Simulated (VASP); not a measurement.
Data:

```yaml
crystal:
  lattice:
    - [1.24092, -2.14934, 0.00000]
    - [1.24092, 2.14934, 0.00000]
    - [0.00000, 0.00000, 4.04636]
  atoms:
    - { symbol: Co, position: [0.33333, 0.66667, 0.25000], spin: 1.7 }
    - { symbol: Co, position: [0.66667, 0.33333, 0.75000], spin: 1.7 }
```

Method: r2SCAN+rVV10, VASP's PBE PAW potentials (set 64) (plane waves; VASP). Run with 520 eV cut-off, 17×17×9 Γ-centred mesh, first-order Methfessel-Paxton smearing of 0.10 eV, potentials Co.

Q: Give the stress tensor in GPa (positive for a compressed cell).

A: 
```
-5.89   0.00   0.00
 0.00  -5.89   0.00
 0.00   0.00  -6.09
```
The pressure is its mean diagonal, -5.95 GPa.

The compound is Co in the hcp structure. This cell is one point of a volume scan, at 1.03 of the reference volume.
